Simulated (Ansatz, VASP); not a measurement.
## AlNi: VASP beside Ansatz

Aim: how closely do two programs agree when they are given the same cell, functional and k mesh? The cell is taken from a series of runs on this material, whose earlier steps may have relaxed, scaled, displaced or heated it; both programs get it as it stands.

Method: plane waves, with VASP 6.6.1 beside it; zone-centre phonons at PBEsol, in Ansatz 0.2.0.

## (1) Set-up

The structure is trigonal, space group R-3m (No. 166). Conventional cell: a = 4.209 Å, b = 4.209 Å, c = 4.873 Å, α = 90.00°, β = 90.00°, γ = 120.00°. Al has 8 Ni at 2.44 to 2.56 Å nearest. Nearest to Ni lie 8 Al at 2.44 to 2.56 Å. Farther neighbours are not listed.

## (2) Ansatz: zone-centre phonons, PBEsol

Ansatz runs on its PAW soft_1 files.

Second derivatives magnify differences that forces hide, and they need a tight electronic threshold.

Contents of input.yaml:

```yaml
crystal:
  lattice:
    - [2.921871117, -0.0543375239, -0.0543375239]
    - [-0.0543375239, 2.921871117, -0.0543375239]
    - [-0.0543375239, -0.0543375239, 2.921871117]
  atoms:
    - { symbol: Al, position: [0.0, 0.0, 0.0] }
    - { symbol: Ni, position: [0.5, 0.5, 0.5] }
kpoints:
  mp_grid: { grid: [16, 16, 16] }
hamiltonian:
  xc: pbesol
  pseudopotentials: { kind: paw, azcp: { folder: soft_1 }, xc_functional: pbe }
scf:
  occupations: { method: methfessel_paxton, width: 0.2 }
output:
  eigenvalues: true
phonons:
  method: dfpt
```

Run with:

```bash
ansatz run input.yaml --threads 4 --pin off --max-ram 10240MiB --backend cpu --events-out ev --progress --plain --runs-dir out
```

Numbers of over 12 decimals in the logs are rounded to 6 here.

What it wrote:

```text
Engine: ansatz 0.2.0, x86_64-unknown-linux-gnu
Pseudopotentials: kind: paw
Pseudopotential: Al, paw, valence charge 3, recommended cutoff 420 eV (normal), soft_1/Al.paw.azcp
Pseudopotential: Ni, paw, valence charge 18, recommended cutoff 420 eV (normal), soft_1/Ni.paw.azcp
Functional definition: PBEsol
  exchange = pbesol_x
  correlation = pbesol_c
Crystal: 2 atoms, lattice volume = 24.919 Å³
Basis set: ecut = 420 eV, 479 PW (Γ), exchange–correlation on 40×40×40 points (8 copies of the dense FFT grid, shifted against one another)
Bands: 15, of which v1, the nominal top of the filled ones, is band 11 counted from 1 (10 counted from 0)
Symmetry: 12 space group operations
k-points: 1098 of 4096 (irreducible under 2 space group operations, time reversal used)
Non-local potential: Al, projectors of the file, l = 0: 2, l = 1: 2, l = 2: 1
Non-local potential: Ni, projectors of the file, l = 0: 3, l = 1: 2, l = 2: 3, l = 3: 1
PAW form: soft (Blöchl's): semilocal exchange-correlation on the pseudo side does not see the compensation charge
PAW frozen core: Al, regenerated for the run's functional, and the local potential with it (the file was generated under x = pbe(κ = 0.804, μ = 0.219515), c = pbe(β = 0.066725))
PAW frozen core: Ni, regenerated for the run's functional, and the local potential with it (the file was generated under x = pbe(κ = 0.804, μ = 0.219515), c = pbe(β = 0.066725))
PAW one-centre angular grid: Al, 110 points (default); XC on 64 Gauss nodes
PAW one-centre angular grid: Ni, 590 points (default); XC on 64 Gauss nodes
Initial density: superposition of atomic densities (chi_scale 0.1, normalization cell, long waves kept (reshape's long-wave potential 0.00 eV rms))
Initial wavefunctions: pseudopotential atomic-orbital guess
Functional: x = pbesol(κ = 0.804, μ = 0.123457), c = pbesol(β = 0.046)
SCF iter   1: F=—  HF=-6331.211199 eV  |F-HF|=—  |Δ(HF+E_count)|=         —  Δρ=9.06e-2  dr2=1.98e0  ethr=3.10e-3  ⟨swp⟩=4.1  Hψ=73055  notcnv=0
preconditioner: auto → none  [metal: Δε(μ)=0.001 eV  Ē_g=9.848 eV  σ=0.200 eV  W_gap=0.01  n_scr=6 (ndim 8)  ℏωp=26.8 eV  f_vac=0.000  D(μ)=0.63/eV (n_scr^D=0)  sad-step TF]
SCF iter   2: F=—  HF=-6331.027332 eV  |F-HF|=—  |Δ(HF+E_count)|=   1.84e-1  S|Δr|=    0.00e0  Δρ=6.31e-2  dr2=1.07e0  ethr=3.10e-3  ⟨swp⟩=2.0  Hψ=29640  notcnv=0  defer=265
SCF iter   3: F=—  HF=-6330.818555 eV  |F-HF|=—  |Δ(HF+E_count)|=   2.09e-1  S|Δr|=    0.00e0  Δρ=2.77e-2  dr2=1.64e-1  ethr=3.10e-3  ⟨swp⟩=2.0  Hψ=20929  notcnv=0  defer=265
SCF iter   4: F=—  HF=-6330.792358 eV  |F-HF|=—  |Δ(HF+E_count)|=   2.62e-2  S|Δr|=    0.00e0  Δρ=4.92e-3  dr2=3.68e-3  ethr=7.83e-4  ⟨swp⟩=2.0  Hψ=29303  notcnv=0  defer=239
SCF iter   5: F=—  HF=-6330.792330 eV  |F-HF|=—  |Δ(HF+E_count)|=   2.78e-5  S|Δr|=    0.00e0  Δρ=6.50e-4  dr2=6.29e-5  ethr=1.75e-5  ⟨swp⟩=2.1  Hψ=21495  notcnv=0  defer=233
SCF iter   6: F=—  HF=-6330.792326 eV  |F-HF|=—  |Δ(HF+E_count)|=   3.21e-6  S|Δr|=    0.00e0  Δρ=1.50e-4  dr2=3.77e-6  ethr=3.00e-7  ⟨swp⟩=2.3  Hψ=24191  notcnv=0  defer=233
SCF iter   7: F=—  HF=-6330.792321 eV  |F-HF|=—  |Δ(HF+E_count)|=   5.19e-6  S|Δr|=    0.00e0  Δρ=1.45e-5  dr2=4.20e-8  ethr=1.80e-8  ⟨swp⟩=2.2  Hψ=21455  notcnv=0  defer=233
SCF iter   8: F=—  HF=-6330.792329 eV  |F-HF|=—  |Δ(HF+E_count)|=   8.11e-6  S|Δr|=    0.00e0  Δρ=5.21e-7  dr2=3.52e-11  ethr=2.00e-10  ⟨swp⟩=2.1  Hψ=24606  notcnv=0  defer=233
SCF iter   9: F=-6330.792329 eV  HF=-6330.792329 eV  |F-HF|=9.09e-13  |Δ(HF+E_count)|=  1.36e-11  S|Δr|=    0.00e0  Δρ=6.19e-8  dr2=4.74e-13  ethr=1.00e-12  ⟨swp⟩=6.4  Hψ=70752  notcnv=0
SCF 1 converged in 9 iterations: F = -6330.792329 eV  dr2 = 4.74e-13
  greatest PAW one-centre occupation: 1.001 electrons in one spin orbital (limit 2), on the Ni atom at site 1 (counted from 0), in its partial waves of l = 1
DFPT response loops at Γ: preconditioner auto → Kerker (q_TF=auto, 2.652 Å⁻¹) (partly filled bands, converged f_vac=0.000); β = 1.00, the filter's whole step (`scf.mixing.beta` (0.50) is not read by the response loops under this deck's `scf.mixing.preconditioner`; to damp them name `kerker` or `kerker_dos`, under which they read `scf.mixing.beta`, and type it under 1.00, their step now; both keys bind the ground state too); Broyden in place of MSR1
SCF converged after 9 iterations
Stability not checked: this state was not tested for a lower state beside it, because cold or Methfessel-Paxton smearing, or corrected tetrahedra, fill the levels in a way that the test cannot read (fill_not_monotonic; see scf.lower_state_search)
Free energy (F): -6330.792329 eV
Harris-Foulkes:  -6330.792329 eV  (|F-HF|=9.09e-13)
Internal energy: -6330.793788 eV  (E = F + TS)
E sigma→0 (E₀):  -6330.792694 eV
Entropy (-TS):   0.001459 eV (0.729 meV/atom)
Fermi energy:    13.046914 eV
--- Per-component energies (eV) ---
  E_band       = -351.769192
  E_kinetic    = 366.794917
  E_local      = -3804.178129  (includes V_loc(G=0)·N_el)
  E_nonlocal   = -105.517493
  E_hartree    = 1985.730385
  E_xc         = -150.664645
  E_vxc        = -176.161469  (∫ρ·V_xc dr)
  E_paw        = -2080.787481  (= ΣΔE_a)
  E_vpaw       = -604.168563  (= ΣTr[D̂ρ^β])
  E_aug_tail   = 0.000820  (compensation charges beyond the density's cutoff)
  E_ewald      = -2542.388589
  E_core_change = 0.216428  (= ΣΔE_core)
  E_smearing   = 0.001459  (= −TS)
  E_closure    = 0.000000  (closes the sum)
  Σ components = -6330.792329   (vs F -6330.792329, Δ=0.00e0)
--- Band table (eV; the first three rows and the last of 1098) ---
  k-point 0: bands = [... 7 lower, 11.4932, 11.6394, 11.6394, 18.1105, 18.5102, 18.5102, 21.0665, 21.0665]
  k-point 1: bands = [... 7 lower, 11.4720, 11.6108, 11.6327, 17.5787, 18.3742, 18.5984, 21.0742, 21.7474]
  k-point 2: bands = [... 7 lower, 11.4021, 11.5319, 11.6263, 16.2610, 18.6181, 18.8563, 21.0976, 22.8095]
  k-point 1097: bands = [... 7 lower, 12.1238, 12.1238, 14.7975, 14.7975, 15.1854, 16.7951, 17.1704, 17.1704]
--- Phonons (Γ-DFPT): 2 representative perturbations + reference, on 1098 of 4096 k-points (Σ response iterations 7) ---
  k mesh reduced under 2 symmetry operations, with k and −k counted as one. Each operation leaves every solved perturbation unchanged. A smaller set is not used because it would not reduce the number of displacements times k-points to solve
  ASR residual: 1.721e-5 → 0.000e0 eV/Å²; symmetrization residual: 1.390e-6 eV/Å²
  ASR residual per site (eV/Å²): 1.72e-5 1.02e-5
  Γ frequencies (cm⁻¹): 0.00 0.00 0.00 238.82 238.82 319.61
  non-analytic LO–TO correction: not included (Born effective charges unavailable; polar crystals: no LO–TO splitting at Γ)
```

Reading the cycles: dr2 is the Hartree energy of the density residual (eV), the measure of convergence; HF is the Harris–Foulkes estimate of the energy, which meets the free energy F at convergence.

## (3) VASP: zone-centre phonons, PBEsol

The same cell, functional, mesh and smearing now go to VASP, with its own data sets.

Lines of VASP's logs that name or quote its potential files are left out, and so is its time.

Contents of INCAR:

```
SYSTEM = AlNi
PREC = Accurate
ENCUT = 600
EDIFF = 1E-08
NELM = 120
ISMEAR = 1
SIGMA = 0.2
LREAL = .FALSE.
ALGO = Normal
GGA = PS
NBANDS = 12
LASPH = .TRUE.
LORBIT = 11
LWAVE = .FALSE.
LCHARG = .FALSE.
ISIF = 2
IBRION = 8
GGA_COMPAT = .FALSE.
KPAR = 2
```

Contents of POSCAR:

```
AlNi
1.0
    2.9218711170     -0.0543375239     -0.0543375239
   -0.0543375239      2.9218711170     -0.0543375239
   -0.0543375239     -0.0543375239      2.9218711170
Al Ni
1 1
Direct
    0.0000000000      0.0000000000      0.0000000000
    0.5000000000      0.5000000000      0.5000000000
```

Contents of KPOINTS:

```
Automatic mesh
0
Gamma
16 16 16
0 0 0
```

The projector-augmented-wave data sets are Al and Ni (PBE family, release 64).

Run with:

```bash
mpirun -np 2 vasp_std
```

What it wrote:

```text
[banner, memory and clock lines left out]
running    2 mpi-ranks, on    1 nodes
 distrk:  each k-point on    1 cores,    2 groups
 distr:  one band on    1 cores,    1 groups

 POSCAR found type information on POSCAR AlNi
 POSCAR found :  2 types and       2 ions
|                                                                             |
|               ----> ADVICE to this user running VASP <----                  |
|                                                                             |
|     You enforced a specific xc type in the INCAR file but a different       |
|     [... a line on the potential file left out ...]
|     I HOPE YOU KNOW WHAT YOU ARE DOING!                                     |
|                                                                             |

 LDA part: xc-table for (Slater+PW92), standard interpolation
 POSCAR, INCAR and KPOINTS ok, starting setup
 FFT: planning ... GRIDC
 FFT: planning ... GRID_SOFT
 FFT: planning ... GRID
 WAVECAR not read
 entering main loop
       N       E                     dE             d eps       ncg     rms          rms(c)
DAV:   1     0.424609720163E+02    0.42461E+02   -0.60385E+03 10096   0.125E+03
DAV:   2    -0.113504130012E+02   -0.53811E+02   -0.49903E+02 10284   0.203E+02
DAV:   3    -0.130432819614E+02   -0.16929E+01   -0.16706E+01 12072   0.420E+01
DAV:   4    -0.130680322608E+02   -0.24750E-01   -0.24741E-01 11204   0.457E+00
DAV:   5    -0.130687706995E+02   -0.73844E-03   -0.73842E-03 12048   0.874E-01    0.124E+01
DAV:   6    -0.153893155859E+02   -0.23205E+01   -0.57021E+01 11128   0.117E+02    0.169E+01
DAV:   7    -0.115418053157E+02    0.38475E+01   -0.16173E+01 11288   0.695E+01    0.131E+00
DAV:   8    -0.115206594851E+02    0.21146E-01   -0.44561E-01 12320   0.785E+00    0.963E-01
DAV:   9    -0.115070097771E+02    0.13650E-01   -0.45523E-02 12240   0.297E+00    0.217E-01
DAV:  10    -0.115064490194E+02    0.56076E-03   -0.23715E-03 12240   0.700E-01    0.652E-02
DAV:  11    -0.115064491411E+02   -0.12164E-06   -0.81454E-05 12928   0.785E-02    0.219E-02
DAV:  12    -0.115064482920E+02    0.84904E-06   -0.19791E-06 13060   0.208E-02    0.718E-03
DAV:  13    -0.115064477672E+02    0.52482E-06   -0.22695E-07 13532   0.570E-03    0.194E-03
DAV:  14    -0.115064477530E+02    0.14244E-07   -0.64833E-08 11544   0.245E-03    0.714E-04
DAV:  15    -0.115064477667E+02   -0.13796E-07   -0.34154E-09  5920   0.827E-04    0.241E-04
DAV:  16    -0.115064477745E+02   -0.77878E-08   -0.12117E-09  5548   0.377E-04
   1 F= -.11506448E+02 E0= -.11506918E+02  d E =0.141184E-02
 Linear response reoptimize wavefunctions to high precision
DAV:   1    -0.115064477752E+02   -0.64801E-09   -0.20008E-10  6068   0.157E-04
DAV:   2    -0.115064477752E+02    0.40927E-11   -0.19721E-11  5484   0.495E-05
 Linear response DOF=           2
 Linear response progress:
  Degree of freedom:   1/  2
       N       E                     dE             d eps       ncg     rms          rms(c)
RMM:   1    -0.562727400664E-02   -0.56273E-02    0.31484E-03 60181   0.612E-01
RMM:   2    -0.537529874374E-02    0.25198E-03   -0.12050E-04 39904   0.221E-01    0.563E-02
RMM:   3    -0.536809004086E-02    0.72087E-05   -0.95595E-05 42929   0.773E-02    0.281E-02
RMM:   4    -0.543320887838E-02   -0.65119E-04   -0.37787E-05 42969   0.464E-02    0.605E-03
RMM:   5    -0.543678466401E-02   -0.35758E-05   -0.20446E-06 43984   0.113E-02    0.174E-03
RMM:   6    -0.543681944298E-02   -0.34779E-07   -0.13539E-07 40156   0.451E-03    0.130E-03
RMM:   7    -0.543672764314E-02    0.91800E-07   -0.32608E-08 40033   0.237E-03    0.642E-04
RMM:   8    -0.543657087308E-02    0.15677E-06   -0.86058E-09 45856   0.646E-04    0.230E-04
RMM:   9    -0.543686579760E-02   -0.29492E-06   -0.99854E-10 45971   0.199E-04    0.807E-05
RMM:  10    -0.543684470621E-02    0.21091E-07   -0.72648E-11 45988   0.699E-05    0.739E-06
RMM:  11    -0.543686192610E-02   -0.17220E-07   -0.11351E-10 46562   0.272E-05    0.421E-06
RMM:  12    -0.543686009437E-02    0.18317E-08   -0.50229E-11 46497   0.116E-05    0.599E-07
 first order change of Fermi-energy  -0.17993E-03
 force on displaced ion       1 direction 1 :  -4.939  -1.033  -1.033
 Linear response progress:
  Degree of freedom:   2/  2
       N       E                     dE             d eps       ncg     rms          rms(c)
RMM:   1    -0.186406072251E+00   -0.18641E+00   -0.10006E-01 39339   0.266E+00
RMM:   2    -0.185060864715E+00    0.13452E-02   -0.15765E-03 39122   0.490E-01    0.123E-01
RMM:   3    -0.185079768047E+00   -0.18903E-04   -0.12310E-04 41896   0.943E-02    0.727E-02
RMM:   4    -0.185477900524E+00   -0.39813E-03   -0.16752E-04 44984   0.101E-01    0.527E-03
RMM:   5    -0.185458790313E+00    0.19110E-04   -0.32381E-06 46105   0.191E-02    0.357E-03
RMM:   6    -0.185453533504E+00    0.52568E-05   -0.25145E-07 41470   0.636E-03    0.252E-03
RMM:   7    -0.185442684787E+00    0.10849E-04   -0.10672E-07 45717   0.351E-03    0.564E-04
RMM:   8    -0.185436410738E+00    0.62740E-05   -0.10580E-08 47417   0.778E-04    0.851E-05
RMM:   9    -0.185435924646E+00    0.48609E-06   -0.39204E-09 48209   0.186E-04    0.272E-05
RMM:  10    -0.185435584004E+00    0.34064E-06   -0.37119E-09 48539   0.700E-05    0.110E-05
RMM:  11    -0.185435595465E+00   -0.11461E-07   -0.36791E-09 48363   0.427E-05    0.130E-06
RMM:  12    -0.185435596350E+00   -0.88559E-09   -0.36942E-09 48723   0.284E-05    0.768E-07
 first order change of Fermi-energy  -0.92415E-03
 force on displaced ion       2 direction 1 :  -4.957  -1.030  -1.030
 Linear response finished
```

From OUTCAR (step 3):

```text
ion  position               nearest neighbor table
   1  0.000  0.000  0.000-   2 2.44   2 2.44   2 2.56   2 2.56   2 2.56   2 2.56   2 2.56   2 2.56

  LATTYP: Found a trigonal (rhomboedric) cell.
 ALAT       =     2.9228814477
 COS(alpha) =    -0.0368223374

 Subroutine GETGRP returns: Found 12 space group operations
 (whereof 12 operations were pure point group operations)

The static configuration has the point symmetry D_3d.

 Found    417 irreducible k-points:

   k-points           NKPTS =    417   k-points in BZ     NKDIM =    417   number of bands    NBANDS=     12

   dimension x,y,z NGX =    24 NGY =   24 NGZ =   24
   dimension x,y,z NGXF=    48 NGYF=   48 NGZF=   48

   ENCUT  =  600.0 eV  44.10 Ry    6.64 a.u.   5.84  5.84  5.84*2*pi/ulx,y,z

   NELECT =      13.0000    total number of electrons

 k-points in reciprocal lattice and weights: Automatic mesh
   0.00000000  0.00000000  0.00000000       0.000
   0.06250000 -0.00000000  0.00000000       0.001
   0.12500000 -0.00000000  0.00000000       0.001
   0.18750000  0.00000000  0.00000000       0.001
   0.25000000 -0.00000000  0.00000000       0.001
   0.31250000 -0.00000000 -0.00000000       0.001
   0.37500000  0.00000000  0.00000000       0.001
   0.43750000 -0.00000000  0.00000000       0.001
   0.50000000 -0.00000000  0.00000000       0.001
[...]
-0.43750000  0.50000000  0.43750000       0.001
   0.50000000  0.50000000  0.50000000       0.000

 average (electrostatic) potential at core
       1 -70.4277       2 -81.7739

  Total       -1.3347721     -1.3347721     -1.3347721      0.6812108      0.6812108      0.6812108
  in kB      -85.8204809    -85.8204809    -85.8204809     43.7991175     43.7991175     43.7991175
  external PRESSURE =     -85.8204809 kB  Pullay stress =       0.0000000 kB

  energy-cutoff  :      600.00
  volume of cell :       24.92
      direct lattice vectors                 reciprocal lattice vectors
     2.921871117 -0.054337524 -0.054337524     0.342487826  0.006489877  0.006489877
    -0.054337524  2.921871117 -0.054337524     0.006489877  0.342487826  0.006489877
    -0.054337524 -0.054337524  2.921871117     0.006489877  0.006489877  0.342487826

 POSITION                                       TOTAL-FORCE (eV/Angst)
 -----------------------------------------------------------------------------------
      0.00000      0.00000      0.00000        -0.000000      0.000000      0.000000
      1.40660      1.40660      1.40660         0.000000     -0.000000      0.000000
 -----------------------------------------------------------------------------------
    total drift:                                0.000000      0.000000     -0.000000

 Eigenvectors and eigenvalues of the dynamical matrix
 ----------------------------------------------------

   1 f  =    9.626786 THz    60.486883 2PiTHz  321.115028 cm-1    39.813171 meV
             X         Y         Z           dx          dy          dz
      0.000000  0.000000  0.000000     0.477727    0.477727    0.477727
      1.406598  1.406598  1.406598    -0.324207   -0.324207   -0.324207

   2 f  =    7.192135 THz    45.189517 2PiTHz  239.903799 cm-1    29.744267 meV
             X         Y         Z           dx          dy          dz
      0.000000  0.000000  0.000000     0.365926   -0.674423    0.308497
      1.406598  1.406598  1.406598    -0.248766    0.458490   -0.209724

   3 f  =    7.192135 THz    45.189517 2PiTHz  239.903799 cm-1    29.744267 meV
             X         Y         Z           dx          dy          dz
      0.000000  0.000000  0.000000    -0.567489   -0.033157    0.600646
      1.406598  1.406598  1.406598     0.385794    0.022541   -0.408335

   4 f/i=    0.004083 THz     0.025656 2PiTHz    0.136206 cm-1     0.016887 meV
             X         Y         Z           dx          dy          dz
      0.000000  0.000000  0.000000    -0.324207   -0.324207   -0.324207
      1.406598  1.406598  1.406598    -0.477727   -0.477727   -0.477727

   5 f/i=    0.008857 THz     0.055650 2PiTHz    0.295438 cm-1     0.036630 meV
             X         Y         Z           dx          dy          dz
      0.000000  0.000000  0.000000    -0.082234   -0.349996    0.432230
      1.406598  1.406598  1.406598    -0.120964   -0.514831    0.635795

   6 f/i=    0.008857 THz     0.055650 2PiTHz    0.295438 cm-1     0.036630 meV
             X         Y         Z           dx          dy          dz
      0.000000  0.000000  0.000000    -0.451618    0.297026    0.154592
      1.406598  1.406598  1.406598    -0.664314    0.436915    0.227399

 ELASTIC MODULI CONTR FROM IONIC RELAXATION (kBar)
 Direction    XX          YY          ZZ          XY          YZ          ZX
 --------------------------------------------------------------------------------
 XX           0.0000      0.0000      0.0000      0.0000      0.0000      0.0000
 YY           0.0000      0.0000      0.0000      0.0000      0.0000      0.0000
 ZZ           0.0000      0.0000      0.0000      0.0000      0.0000      0.0000
 XY           0.0000      0.0000      0.0000      0.0000      0.0000      0.0000
 YZ           0.0000      0.0000      0.0000      0.0000      0.0000      0.0000
 ZX           0.0000      0.0000      0.0000      0.0000      0.0000      0.0000
 --------------------------------------------------------------------------------
```

This run has no spin polarisation, so a moment on Ni, if there is one, isn't seen. Its electron count is odd, so without a moment it is a metal by construction.

## (4) Comparison

Known differences besides the potentials themselves: the data sets hold 21 valence electrons in Ansatz (on its PAW soft_1 files) and 13 in VASP; the cutoff is 420 eV in Ansatz and 600 eV in VASP; Ansatz makes its cores anew for this functional, VASP keeps those of its PBE data sets. Total energies have different zeros and are not compared.

The two programs side by side:

```csv
quantity,Ansatz,VASP,difference
optical mode 1 to 2 (cm⁻¹),238.8,239.9,-0.45 %
optical mode 3 (cm⁻¹),319.6,321.1,-0.47 %
```

Modes are paired by rising frequency, not by their patterns, so a pair may set unlike modes beside each other; they are those without the splitting of longitudinal modes.

## (5) Results

```json
{
  "r.m.s. difference of the optical zone-centre modes, each program's sorted by frequency (zone-centre phonons, PBEsol)": "1.2 cm⁻¹"
}
```

The r.m.s. difference of the optical zone-centre modes, each program's sorted by frequency is 1.2 cm⁻¹ (zone-centre phonons, PBEsol). The data sets hold unlike numbers of valence electrons (21 in Ansatz and 13 in VASP), so part of the differences comes from the potentials. Such differences can come from data sets, numerical settings and the points named under the comparisons, not from the functional's error against experiment.

[Lines on the potential files, build, host, timing and source positions are cut from VASP's logs without a mark.]

[Logs are printed without paths, hosts, clocks, repeated set-up lines and the standing remarks that a program may print on its own settings, such as how far it seeks lower states.]

[Hosts, paths, dates, database ids (printed as entryN), source tags and the programs' standing remarks are cut or masked in the printed files.]
